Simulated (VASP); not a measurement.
All values below come from AM05 GGA, VASP's PBE PAW potentials (set 64) (plane waves; VASP 6.6.1).

VASP input:

**KPOINTS**
```
k-points along high-symmetry lines
15
Line-mode
Reciprocal
  0.000000   0.000000   0.000000 ! GAMMA
 -0.500000  -0.500000   0.000000 ! X

 -0.500000  -0.500000   0.000000 ! X
 -0.375000  -0.375000   0.250000 ! U

 -0.375000  -0.000000   0.375000 ! K
  0.000000   0.000000   0.000000 ! GAMMA

  0.000000   0.000000   0.000000 ! GAMMA
 -0.000000  -0.000000   0.500000 ! L

 -0.000000  -0.000000   0.500000 ! L
 -0.500000  -0.250000   0.250000 ! W

 -0.500000  -0.250000   0.250000 ! W
 -0.500000  -0.500000   0.000000 ! X
```

INCAR:
```
SYSTEM = CdSe
PREC = Accurate; ENCUT = 520; LREAL = .FALSE.
LASPH = .TRUE.; ICHARG = 11
EDIFF = 1E-7; NELM = 100; ALGO = Normal
LMAXMIX = 4
ISMEAR = 0; SIGMA = 0.05
GGA = AM
LWAVE = .FALSE.; LCHARG = .FALSE.; LORBIT = 11
```

File POSCAR:
```
CdSe
1
    0.0000000000     3.0584042731     3.0584042731
    3.0584042731     0.0000000000     3.0584042731
    3.0584042731     3.0584042731     0.0000000000
Cd Se
1 1
Direct
  0.0000000000   0.0000000000   0.0000000000
  0.2500000000   0.2500000000   0.2500000000
```

POTCAR, in this order: Cd Se (PBE.64 set). Program: vasp_std. Read from the step before: CHGCAR.

The resulting files:

File OUTCAR:
```
 ion  position               nearest neighbor table
   1  0.000  0.000  0.000-   2 2.65   2 2.65   2 2.65   2 2.65
   2  0.250  0.250  0.250-   1 2.65   1 2.65   1 2.65   1 2.65
  LATTYP: Found a face centered cubic cell.
 ALAT       =     6.1168085462
 Subroutine PRICEL returns:
 Original cell was already a primitive cell.
 Subroutine GETGRP returns: Found 24 space group operations
The static configuration has the point symmetry T_d .
The dynamic configuration has the point symmetry T_d .
 Subroutine INISYM returns: Found 24 space group operations
   k-points           NKPTS =     90   k-points in BZ     NKDIM =     90   number of bands    NBANDS=     13
   number of dos      NEDOS =    301   number of ions     NIONS =      2
   total plane-waves  NPLWV =  32768
   dimension x,y,z NGX =    32 NGY =   32 NGZ =   32
   dimension x,y,z NGXF=    64 NGYF=   64 NGZF=   64
   ions per type =               1   1
   PREC   = accura    normal or accurate (medium, high low for compatibility)
   ISTART =      0    job   : 0-new  1-cont  2-samecut
   ICHARG =     11    charge: 1-file 2-atom 10-const
   ISPIN  =      1    spin polarized calculation?
   LNONCOLLINEAR =      F non collinear calculations
   LSORBIT =      F    spin-orbit coupling
   INIWAV =      1    electr: 0-lowe 1-rand  2-diag
   ENCUT  =  520.0 eV  38.22 Ry    6.18 a.u.   8.04  8.04  8.04*2*pi/ulx,y,z
   NELM   =    100;   NELMIN=  2; NELMDL= -5     # of ELM steps
   EDIFF  = 0.1E-06   stopping-criterion for ELM
   LREAL  =      F    real-space projection
   NLSPLINE    = F    spline interpolate recip. space projectors
   LMAXMIX     =    4 max onsite mixed and CHGCAR
   VOSKOWN=      0    Vosko Wilk Nusair interpolation
   EDIFFG = 0.1E-05   stopping-criterion for IOM
   NSW    =      0    number of steps for IOM
   NBLOCK =      1;   KBLOCK =      1    inner block; outer block
   IBRION =     -1    ionic relax: 0-MD 1-quasi-New 2-CG
   NFREE  =      0    steps in history (QN), initial steepest desc. (CG)
   ISIF   =      2    stress and relaxation
   ISYM   =      2    0-nonsym 1-usesym 2-fastsym
   TEIN   =    0.0    initial temperature
   TEBEG  =    0.0;   TEEND  =   0.0 temperature during run
   SMASS  =  -3.00    Nose mass-parameter (am)
   PSTRESS=    0.0 pullay stress
   NELECT =      18.0000    total number of electrons
   EFERMI =   0.00;   METHOD = LEGACY
   ISMEAR =     0;   SIGMA  =   0.05  broadening in eV -4-tet -1-fermi 0-gaus
   IALGO  =     38    algorithm
   LDIAG  =      T    sub-space diagonalisation (order eigenvalues)
   IMIX   =      4    mixing-type and parameters
     AMIX     =   0.40;   BMIX     =  1.00
     AMIX_MAG =   1.60;   BMIX_MAG =  1.00
     AMIN     =   0.10
   GGA     = AM    functional components
   VOSKOWN =     0    Vosko Wilk Nusair interpolation
   LHFCALC =     F    Hartree Fock is set to
   LHFONE  =     F    Hartree Fock one center treatment
   AEXX    =    0.0000 exact exchange contribution
   IVDW    =     0    specifies the selected vdW correction
   LEPSILON=     F    determine dielectric tensor
   LRPA    =     F    only Hartree local field effects (RPA)
  energy-cutoff  :      520.00
  volume of cell :       57.22
      direct lattice vectors                 reciprocal lattice vectors
     0.000000000  3.058404273  3.058404273    -0.163483946  0.163483946  0.163483946
     3.058404273  0.000000000  3.058404273     0.163483946 -0.163483946  0.163483946
     3.058404273  3.058404273  0.000000000     0.163483946  0.163483946 -0.163483946
 k-point     1 :   0.0000 0.0000 0.0000  plane waves:    1471
 k-point     2 :  -0.0357-0.0357 0.0000  plane waves:    1471
 k-point     3 :  -0.0714-0.0714 0.0000  plane waves:    1499
 k-point     4 :  -0.1071-0.1071 0.0000  plane waves:    1515
 k-point     5 :  -0.1429-0.1429 0.0000  plane waves:    1511
 k-point     6 :  -0.1786-0.1786 0.0000  plane waves:    1531
 k-point     7 :  -0.2143-0.2143 0.0000  plane waves:    1535
 k-point     8 :  -0.2500-0.2500 0.0000  plane waves:    1523
 k-point     9 :  -0.2857-0.2857 0.0000  plane waves:    1539
 k-point    10 :  -0.3214-0.3214 0.0000  plane waves:    1548
...
```

File OSZICAR:
```
       N       E                     dE             d eps       ncg     rms          rms(c)
DAV:   1     0.109086644406E+03    0.10909E+03   -0.90523E+03  2356   0.124E+03
DAV:   2    -0.360288804919E+00   -0.10945E+03   -0.10492E+03  2745   0.292E+02
DAV:   3    -0.483985592594E+01   -0.44796E+01   -0.44403E+01  2745   0.608E+01
DAV:   4    -0.486301700039E+01   -0.23161E-01   -0.23158E-01  2605   0.435E+00
DAV:   5    -0.486317110120E+01   -0.15410E-03   -0.15410E-03  2705   0.320E-01
DAV:   6    -0.486317287775E+01   -0.17766E-05   -0.17765E-05  2710   0.316E-02
DAV:   7    -0.486317290687E+01   -0.29120E-07   -0.29147E-07  2677   0.349E-03
   1 F= -.48631729E+01 E0= -.48631729E+01  d E =-.873894E-15
```

**OUTCAR**
```
 val. band max:        0.7522782605   @ k =   0.0000   0.0000   0.0000

 cond. band min:       1.3069768303   @ k =   0.0000   0.0000   0.0000



 k-point     1 :       0.0000    0.0000    0.0000
  band No.  band energies     occupation
      1     -11.7498      2.00000
      2      -7.1230      2.00000
      3      -7.1230      2.00000
      4      -7.1230      2.00000
      5      -6.7635      2.00000
      6      -6.7635      2.00000
      7       0.7523      2.00000
      8       0.7523      2.00000
      9       0.7523      2.00000
     10       1.3070      0.00000
     11       6.6494      0.00000
     12       6.6494      0.00000
     13       6.6494      0.00000

 k-point     2 :      -0.0357   -0.0357    0.0000
  band No.  band energies     occupation
      1     -11.7439      2.00000
      2      -7.1202      2.00000
      3      -7.1202      2.00000
      4      -7.1197      2.00000
      5      -6.7645      2.00000
      6      -6.7628      2.00000
      7       0.5055      2.00000
      8       0.7225      2.00000
      9       0.7225      2.00000
     10       1.5644      0.00000
     11       6.5770      0.00000
     12       6.6922      0.00000
     13       6.6922      0.00000

 k-point     3 :      -0.0714   -0.0714    0.0000
  band No.  band energies     occupation
      1     -11.7265      2.00000
      2      -7.1121      2.00000
      3      -7.1121      2.00000
      4      -7.1096      2.00000
      5      -6.7674      2.00000
      6      -6.7607      2.00000
      7       0.1095      2.00000
      8       0.6364      2.00000
      9       0.6364      2.00000
     10       1.9908      0.00000
     11       6.3831      0.00000
     12       6.8176      0.00000
     13       6.8176      0.00000

 k-point     4 :      -0.1071   -0.1071    0.0000
  band No.  band energies     occupation
      1     -11.6985      2.00000
      2      -7.0988      2.00000
      3      -7.0988      2.00000
      4      -7.0925      2.00000
...
```

The density is held fixed in this step, so its total energy and stress have no physical meaning.

The compound is CdSe in the zinc blende structure, whereas wurtzite is the usual form. It was relaxed first.
